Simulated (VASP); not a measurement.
Input for VASP

File POSCAR:
```
TiO2
1
    4.5173331936    -0.0000000000     0.0000000000
    0.0000000000     4.5173331936     0.0000000000
    0.0000000000     0.0000000000     2.9092577827
Ti O
2 4
Direct
  1.0000000000   0.0000000000   1.0000000000
  0.5000000000   0.5000000000   0.5000000000
  0.3032331215   0.3032331215   0.0000000000
  0.8032331215   0.1967668785   0.5000000000
  0.1967668785   0.8032331215   0.5000000000
  0.6967668785   0.6967668785   1.0000000000
```

**INCAR**
```
ALGO=Normal
EDIFF=1E-6
EDIFFG=-0.02
ENCUT=620
IBRION=2
ISIF=3
ISMEAR=0
LASPH=.TRUE.
LCHARG=.FALSE.
LMAXMIX=4
LREAL=.FALSE.
LWAVE=.FALSE.
NELM=100
NSW=40
PREC=Accurate
PSTRESS=50
SIGMA=0.05
SYSTEM=TiO2
```

File KPOINTS:
```
Automatic mesh
0
Gamma
5 5 8
0 0 0
```

POTCAR, in this order: Ti_sv O (LDA.64 set). Program: vasp_std.

Problem. Write an equivalent input for Quantum ESPRESSO's pw.x.

Solution. One equivalent input (not run):
```
&CONTROL
  calculation = 'vc-relax'
  pseudo_dir = './pseudo'
  outdir = './out'
  tprnfor = .true.
  tstress = .true.
  nstep = 40
  forc_conv_thr = 0.00078
/
&SYSTEM
  ibrav = 0
  nat = 6
  ntyp = 2
  ecutwfc = 84
  occupations = 'smearing'
  smearing = 'gaussian'
  degauss = 0.003675
  input_dft = 'pz'
/
&ELECTRONS
  conv_thr = 7.3e-08
  electron_maxstep = 100
/
&IONS
/
&CELL
  press = 50
/
ATOMIC_SPECIES
  Ti 47.867 Ti.upf
  O 15.999 O.upf
CELL_PARAMETERS angstrom
     4.5173332   -0.0000000    0.0000000
     0.0000000    4.5173332    0.0000000
     0.0000000    0.0000000    2.9092578
ATOMIC_POSITIONS crystal
  Ti   1.0000000  0.0000000  1.0000000
  Ti   0.5000000  0.5000000  0.5000000
  O    0.3032331  0.3032331  0.0000000
  O    0.8032331  0.1967669  0.5000000
  O    0.1967669  0.8032331  0.5000000
  O    0.6967669  0.6967669  1.0000000
K_POINTS automatic
  5 5 8 0 0 0
```
Limits of the translation: the potentials are each code's own (VASP's PAW set, PseudoDojo norm-conserving files in pw.x), so ENCUT and ecutwfc are chosen apart and not converted; conv_thr bounds pw.x's estimated SCF error, while EDIFF bounds the energy change between steps; forc_conv_thr acts on force components and is met together with etot_conv_thr.

The compound is TiO2 in the rutile structure. It was relaxed first under an external pressure of 5 GPa.
